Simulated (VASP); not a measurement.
Here is the system:

```
CELL_PARAMETERS angstrom
      5.39300     0.00000     0.00000
     -2.69650     4.67047     0.00000
      0.00000     0.00000     4.38800
ATOMIC_POSITIONS crystal
  Pt 0.33333 0.66667 0.00000
  Pt 0.66667 0.33333 0.00000
  Pt 0.50000 0.00000 0.50000
  Pt 0.50000 0.50000 0.50000
  Pt 0.00000 0.50000 0.50000
  La 0.00000 0.00000 0.00000
```

Level of theory: PBEsol GGA, VASP's PBE PAW potentials (set 64) (plane waves; VASP). Run with 300 eV cut-off, 7×7×7 Γ-centred mesh, Gaussian smearing of 0.10 eV, potentials Pt La.

At this cut-off the stress carries a Pulay error, which pulls relaxed volumes low.

Task: Give the stress tensor in GPa (positive for a compressed cell).

Result: 
```
-2.16   0.00   0.00
 0.00  -2.16   0.00
 0.00   0.00  -3.04
```
The pressure is its mean diagonal, -2.45 GPa.

The structure comes from a measured LaPt5 entry of the Crystallography Open Database, whose conditions weren't checked. The cell was not relaxed at this level. The electron count is odd and the run is not spin-polarised, which forces a metal.
